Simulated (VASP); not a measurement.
# CsCaMg6 (Amm2) in VASP: a series of runs

Aim: see how the results for CsCaMg6 move with the level of theory and the settings. Levels: LDA, optB86b-vdW. Tasks: single point, electron localisation function.

Everything below comes from runs of VASP 6.6.1. Logs are shortened: lines on timing, memory, paths and dates and some standing lists are left out, and cuts for length are marked.

**1. Starting point**

Symmetry: Amm2, No. 38, orthorhombic system. Conventional cell: a = 5.259 Å, b = 7.105 Å, c = 13.507 Å, α = 90.00°, β = 90.00°, γ = 90.00°. Cs (site symmetry mm2) has 2 Ca at 3.56 Å and 10 Mg at 3.58 to 3.88 Å as nearest neighbours. Ca (site symmetry mm2) is surrounded by 10 Mg at 3.50 to 3.87 Å and 2 Cs at 3.56 Å. Mg (site symmetry mm2) is surrounded by 6 Mg at 2.99 to 3.32 Å. Mg (site symmetry mm2) has 8 Mg at 3.27 to 3.56 Å and 2 Ca at 3.61 Å as nearest neighbours. Mg (site symmetry m) is surrounded by 5 Mg at 2.99 to 3.30 Å. Mg (site symmetry m) has 7 Mg at 3.12 to 3.39 Å as nearest neighbours.

The cell comes from a database or a generator and needn't be the stable form of this composition.

**2. Single point, LDA**

The input, INCAR:

```
SYSTEM = CsCaMg6
  PREC = Accurate
  ENCUT = 520
  EDIFF = 1E-7
  ISMEAR = 0
  SIGMA = 0.02
  LREAL = .False.
  LASPH = .True.
  NELM = 60
  ALGO = Fast
  ISIF = 2
  LWAVE = .False.
  LCHARG = .False.
```

The input, KPOINTS:

```
regular mesh
0
Gamma
  5 4 4
  0 0 0
```

The input, POSCAR:

```
CsCaMg6
1.0
    5.2591370000      0.0000000000      0.0000000000
    0.0000000000      3.5524075000      6.7534280000
    0.0000000000     -3.5524075000      6.7534280000
Cs Ca Mg
1 1 6
Cartesian
    2.6295685000      0.0000000000      9.2101630241
    2.6295685000      0.0000000000      2.2409629995
    0.0000000000      0.0000000000     11.6442470507
    0.0000000000      0.0000000000      4.7212134600
    0.0000000000     -1.9018737177      7.3866429161
    0.0000000000      1.9018737177      7.3866429161
    2.6295685000     -1.6967221846      5.7187488030
    2.6295685000      1.6967221846      5.7187488030
```

Potentials or basis: VASP PAW LDA potentials, release 54 (Cs_sv, Ca_sv, Mg).

On the command line:

```console
$ cat potpaw_LDA.54/Cs_sv/POTCAR potpaw_LDA.54/Ca_sv/POTCAR potpaw_LDA.54/Mg/POTCAR > POTCAR
$ mpirun -np 1 vasp_std > vasp.out
```

OUTCAR:

```text
SYSTEM = CsCaMg6
   PREC = Accurate
   ENCUT = 520
   EDIFF = 1E-7
   ISMEAR = 0
   LREAL = .False.
   LASPH = .True.
   NELM = 60
   ISIF = 2

 ion  position               nearest neighbor table
   1  0.500  0.682  0.682-
   2  0.500  0.166  0.166-
   3  0.000  0.862  0.862-   5 2.99   6 2.99   7 3.32   8 3.32   7 3.32   8 3.32   4 3.56   4 3.56

   4  0.000  0.350  0.350-   5 3.27   6 3.27   7 3.28   8 3.28   7 3.28   8 3.28   3 3.56   3 3.56

   5  0.000  0.279  0.815-   3 2.99   7 3.12   7 3.12   4 3.27   6 3.30
   6  0.000  0.815  0.279-   3 2.99   8 3.12   8 3.12   4 3.27   5 3.30
   7  0.500  0.185  0.662-   5 3.12   5 3.12   4 3.28   4 3.28   3 3.32   3 3.32   8 3.39
   8  0.500  0.662  0.185-   6 3.12   6 3.12   4 3.28   4 3.28   3 3.32   3 3.32   7 3.39

  LATTYP: Found a base centered orthorhombic cell.
 ALAT       =     7.1048150000
 B/A-ratio  =     1.9010848277
 C/A-ratio  =     0.7402215258

  Lattice vectors:

 A1 = (   0.0000000000,   3.5524075000,  -6.7534280000)
 A2 = (   0.0000000000,   3.5524075000,   6.7534280000)
 A3 = (   5.2591370000,   0.0000000000,   0.0000000000)

Analysis of symmetry for initial positions (statically):
=====================================================================
 Subroutine PRICEL returns:
 Original cell was already a primitive cell.

 Routine SETGRP: Setting up the symmetry group for a
 base centered orthorhombic supercell.

 Subroutine GETGRP returns: Found  4 space group operations
 (whereof  4 operations were pure point group operations)
 out of a pool of  8 trial point group operations.

The static configuration has the point symmetry C_2v.

Analysis of symmetry for dynamics (positions and initial velocities):
=====================================================================
 Subroutine PRICEL returns:
 Original cell was already a primitive cell.

 Routine SETGRP: Setting up the symmetry group for a
 base centered orthorhombic supercell.

 Subroutine GETGRP returns: Found  4 space group operations
 (whereof  4 operations were pure point group operations)
 out of a pool of  8 trial point group operations.

The dynamic configuration has the point symmetry C_2v.

 Subroutine INISYM returns: Found  4 space group operations
 (whereof  4 operations are pure point group operations),
 and found     1 'primitive' translations

----------------------------------------------------------------------------------------

                                     Primitive cell

  volume of cell :     252.3432

  direct lattice vectors                    reciprocal lattice vectors
     5.259137000  0.000000000  0.000000000     0.190145265  0.000000000  0.000000000
     0.000000000  3.552407500  6.753428000     0.000000000  0.140749618  0.074036475
     0.000000000 -3.552407500  6.753428000     0.000000000 -0.140749618  0.074036475

  length of vectors
     5.259137000  7.630752833  7.630752833     0.190145265  0.159034130  0.159034130

  position of ions in fractional coordinates (direct lattice)
     0.500000000  0.681888000  0.681888000
     0.500000000  0.165913000  0.165913000
     0.000000000  0.862099000  0.862099000
     0.000000000  0.349542000  0.349542000
     0.000000000  0.279193000  0.814569000
     0.000000000  0.814569000  0.279193000
     0.500000000  0.184583000  0.662209000
     0.500000000  0.662209000  0.184583000

  ion indices of the primitive-cell ions
   primitive index   ion index
                 1           1
                 2           2
                 3           3
                 4           4
                 5           5
                 6           6
                 7           7
                 8           8

----------------------------------------------------------------------------------------

 KPOINTS: regular mesh

Automatic generation of k-mesh.
 Grid dimensions read from file:
 generate k-points for:    5    4    4

 Generating k-lattice:

  Cartesian coordinates                     Fractional coordinates (reciprocal lattice)
     0.038029053  0.000000000  0.000000000     0.200000000  0.000000000  0.000000000
     0.000000000  0.035187405  0.018509119     0.000000000  0.250000000  0.000000000
     0.000000000 -0.035187405  0.018509119     0.000000000  0.000000000  0.250000000

  Length of vectors
     0.038029053  0.039758533  0.039758533

  Shift w.r.t. Gamma in fractional coordinates (k-lattice)
     0.000000000  0.000000000  0.000000000

 Subroutine IBZKPT returns following result:
 ===========================================

 Found     21 irreducible k-points:

 Following reciprocal coordinates:
            Coordinates               Weight
  0.000000  0.000000  0.000000      1.000000
  0.200000  0.000000  0.000000      2.000000
  0.400000  0.000000  0.000000      2.000000
  0.000000  0.250000  0.000000      4.000000
  0.200000  0.250000  0.000000      8.000000
  0.400000  0.250000  0.000000      8.000000
[... 13 lines left out ...]
  0.200000  0.500000  0.500000      2.000000
  0.400000  0.500000  0.500000      2.000000
   k-points           NKPTS =     21   k-points in BZ     NKDIM =     21   number of bands    NBANDS=     20
   number of dos      NEDOS =    301   number of ions     NIONS =      8
   total plane-waves  NPLWV = 144000
   dimension x,y,z NGX =    40 NGY =   60 NGZ =   60
   dimension x,y,z NGXF=    80 NGYF=  120 NGZF=  120
   ions per type =               1   1   6
   NGX,Y,Z   is equivalent  to a cutoff of  12.64, 13.07, 13.07 a.u.
   NGXF,Y,Z  is equivalent  to a cutoff of  25.29, 26.14, 26.14 a.u.
 SYSTEM =  CsCaMg6
   PREC   = accura    normal or accurate (medium, high low for compatibility)
   ISTART =      0    job   : 0-new  1-cont  2-samecut
   ICHARG =      2    charge: 1-file 2-atom 10-const
   ISPIN  =      1    spin polarized calculation?
   LNONCOLLINEAR =      F non collinear calculations
   LSORBIT =      F    spin-orbit coupling
   LASPH  =      T    aspherical Exc in radial PAW
   ENCUT  =  520.0 eV  38.22 Ry    6.18 a.u.   9.78 14.19 14.19*2*pi/ulx,y,z
   NELM   =     60;   NELMIN=  2; NELMDL= -5     # of ELM steps
   EDIFF  = 0.1E-06   stopping-criterion for ELM
   LREAL  =      F    real-space projection
   EDIFFG = 0.1E-05   stopping-criterion for IOM
   NSW    =      0    number of steps for IOM
   IBRION =     -1    ionic relax: 0-MD 1-quasi-New 2-CG
   NFREE  =      0    steps in history (QN), initial steepest desc. (CG)
   ISIF   =      2    stress and relaxation
   ISYM   =      2    0-nonsym 1-usesym 2-fastsym
   POTIM  = 0.5000    time-step for ionic-motion
   TEBEG  =    0.0;   TEEND  =   0.0 temperature during run
   PSTRESS=    0.0 pullay stress
   NELECT =      31.0000    total number of electrons
   NUPDOWN=      -1.0000    fix difference up-down
   EMIN   =  10.00;   EMAX   =-10.00  energy-range for DOS
   EFERMI =   0.00;   METHOD = LEGACY
   ISMEAR =     0;   SIGMA  =   0.02  broadening in eV -4-tet -1-fermi 0-gaus
   EFERMI_NEDOS =   21; number of points for ismear=-14 and -15
   IALGO  =     68    algorithm
   IMIX   =      4    mixing-type and parameters
     AMIX     =   0.40;   BMIX     =  1.00
     AMIX_MAG =   1.60;   BMIX_MAG =  1.00
  volume/ion in A,a.u.               =      31.54       212.86
  Fermi-wavevector in a.u.,A,eV,Ry     =   0.813826  1.537908  9.011312  0.662313
  Thomas-Fermi vector in A             =   1.923622
   LORBIT       =      0    0 simple, 1 ext, 2 COOP (PROOUT), +10 PAW based schemes
   GGA     = CA    functional components
   LHFCALC =     F    Hartree Fock is set to
   AEXX    =    0.0000 exact exchange contribution
   IVDW    =     0    specifies the selected vdW correction
   LEPSILON=     F    determine dielectric tensor
   LRPA    =     F    only Hartree local field effects (RPA)
 non-spin polarized calculation
 RMM-DIIS sequential band-by-band and
 Gauss-broadening in eV      SIGMA  =   0.02
  energy-cutoff  :      520.00
  volume of cell :      252.34
 maximum number of plane-waves:      6814
 NGX is ok and might be reduce to    40
   NGX = 19   NGY = 29   NGZ = 29

 number of electron      31.0000000 magnetization

 Free energy of the ion-electron system (eV)
  ---------------------------------------------------
  ext. energy  EPLUGINS =         0.00000000
  ---------------------------------------------------
  free energy    TOTEN  =       -12.42847845 eV

  energy without entropy =      -12.42656369  energy(sigma->0) =      -12.42752107

 E-fermi :   1.8985     XC(G=0):  -8.1355

 val. band max:        1.8964162009   @ k =   0.0000   0.0000   0.0000
 cond. band min:       1.8989158637   @ k =   0.4000   0.2500   0.0000
 fundamental gap:      0.0024996628
 Fermi energy:         1.8985319247

 k-point     1 :       0.0000    0.0000    0.0000
  band No.  band energies     occupation
      1     -39.7916      2.00000
      2     -21.1785      2.00000
      3     -21.0546      2.00000
      4     -21.0314      2.00000
      5     -20.7320      2.00000
      6      -7.8543      2.00000
[... 12 lines left out ...]
     19       2.9788      0.00000
     20       3.3032      0.00000

 k-point     2 :       0.2000    0.0000    0.0000
  band No.  band energies     occupation
      1     -39.7916      2.00000
      2     -21.1784      2.00000
      3     -21.0555      2.00000
      4     -21.0313      2.00000
      5     -20.7303      2.00000
      6      -7.8465      2.00000
[... 12 lines left out ...]
     19       2.7807      0.00000
     20       3.0571      0.00000
[... 396 lines left out ...]
      3     -21.0555      2.00000
      4     -21.0313      2.00000
      5     -20.7302      2.00000
      6      -7.8506      2.00000
[... 12 lines left out ...]
     19       2.8831      0.00000
     20       3.3129      0.00000

 k-point    21 :       0.4000    0.5000    0.5000
  band No.  band energies     occupation
      1     -39.7915      2.00000
      2     -21.1783      2.00000
      3     -21.0571      2.00000
      4     -21.0312      2.00000
      5     -20.7275      2.00000
      6      -7.8373      2.00000
[... 12 lines left out ...]
     19       2.6622      0.00000
     20       3.1018      0.00000

------------------------ aborting loop because EDIFF is reached ----------------------------------------

  FORCE on cell =-STRESS in cart. coord.  units (eV):
  Direction    XX          YY          ZZ          XY          YZ          ZX
  --------------------------------------------------------------------------------------
  -------------------------------------------------------------------------------------
  Total       -3.4705222     -2.3823869     -2.5891308      0.0000000      0.0000000      0.0000000
  in kB      -22.0350418    -15.1262524    -16.4389112      0.0000000      0.0000000      0.0000000
  external PRESSURE =     -17.8667351 kB  Pullay stress =       0.0000000 kB

 VOLUME and BASIS-vectors are now :
 -----------------------------------------------------------------------------
  energy-cutoff  :      520.00
  volume of cell :      252.34
      direct lattice vectors                 reciprocal lattice vectors
     5.259137000  0.000000000  0.000000000     0.190145265  0.000000000  0.000000000
     0.000000000  3.552407500  6.753428000     0.000000000  0.140749618  0.074036475
     0.000000000 -3.552407500  6.753428000     0.000000000 -0.140749618  0.074036475

 POSITION                                       TOTAL-FORCE (eV/Angst)
 -----------------------------------------------------------------------------------
      2.62957      0.00000      9.21016         0.000000     -0.000000     -0.031368
      2.62957      0.00000      2.24096         0.000000     -0.000000     -0.053449
      0.00000      0.00000     11.64425         0.000000     -0.000000      0.099635
      0.00000      0.00000      4.72121         0.000000     -0.000000     -0.005260
      0.00000     -1.90187      7.38664         0.000000      0.002110     -0.022002
      0.00000      1.90187      7.38664         0.000000     -0.002110     -0.022002
      2.62957     -1.69672      5.71875         0.000000     -0.027877      0.017223
      2.62957      1.69672      5.71875         0.000000      0.027877      0.017223
 -----------------------------------------------------------------------------------
    total drift:                                0.000000     -0.000000     -0.000350

  FREE ENERGIE OF THE ION-ELECTRON SYSTEM (eV)
  ---------------------------------------------------
  free  energy   TOTEN  =       -12.4284784527 eV

  energy  without entropy=      -12.4265636920  energy(sigma->0) =      -12.42752107
```

It took 3.5 min on 1 thread of Intel Xeon Platinum 8488C (Sapphire Rapids), shared host; peak memory 0.37 GiB.

Results:

* Free energy: -12.4285 eV
* Pressure: -1.8 GPa
* Largest force: 0.100 eV/Å
* Band gap on the k mesh: none (metal or under the smearing width)

Forces on the atoms (eV/Å):
```
Cs   0.000  0.000 -0.031
Ca   0.000  0.000 -0.053
Mg   0.000  0.000  0.100
Mg   0.000  0.000 -0.005
Mg   0.000  0.002 -0.022
Mg   0.000 -0.002 -0.022
Mg   0.000 -0.028  0.017
Mg   0.000  0.028  0.017
```

Stress tensor (GPa, compression positive):
```
-2.20  0.00  0.00
 0.00 -1.51  0.00
 0.00  0.00 -1.64
```

(Part 1 of 2 ends here.)
